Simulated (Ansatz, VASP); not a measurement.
Two plane-wave programs on Mg3W2

```
Mg W
1.0
     4.23002    0.00000    0.00000
    -2.11501    3.66330    0.00000
     0.00000    0.00000    6.68752
Mg W
3 2
Cartesian
  -0.0002 2.4423 4.2131
  2.1152 1.2210 2.4744
  0.0000 0.0000 0.0000
  -0.0002 2.4423 1.5716
  2.1152 1.2210 5.1160
```

The cell was built by a generator and needn't be a form met in nature.

Alike in both runs: task single point; functional PBE; k mesh 7 × 7 × 4; occupations tetrahedron; no spin polarisation.

```csv
,VASP,Ansatz
version,VASP 6.6.1,Ansatz 0.2.0
potentials or method,"VASP PAW PBE potentials, release 64 (Mg, W_sv)",PAW plane waves
plane-wave cutoff (eV),520,420
valence electrons in the cell,34,58
```

Ansatz gave:

```
pressure (GPa)                                  : 4.0
largest component of the traceless stress (GPa) : 3.12
rms of the force components (eV/Å)              : 1.164
```

Question: What did VASP give for the same quantities?

Answer: Pressure (GPa): 4.0; largest component of the traceless stress (GPa): 3.10; rms of the force components (eV/Å): 1.167.

The functional is the same, so the differences come from potentials, cutoffs and numerics. The two sets of potentials don't hold the same shells in valence. Ansatz warned: «band_table_not_solved_further».

Caveats: forces of over 1 eV/Å show positions far from the minimum, so gaps and moduli don't describe the material at rest; tetrahedron occupations give inexact forces and stress in metals. The runs have no spin-orbit coupling, so splittings on W are missing.
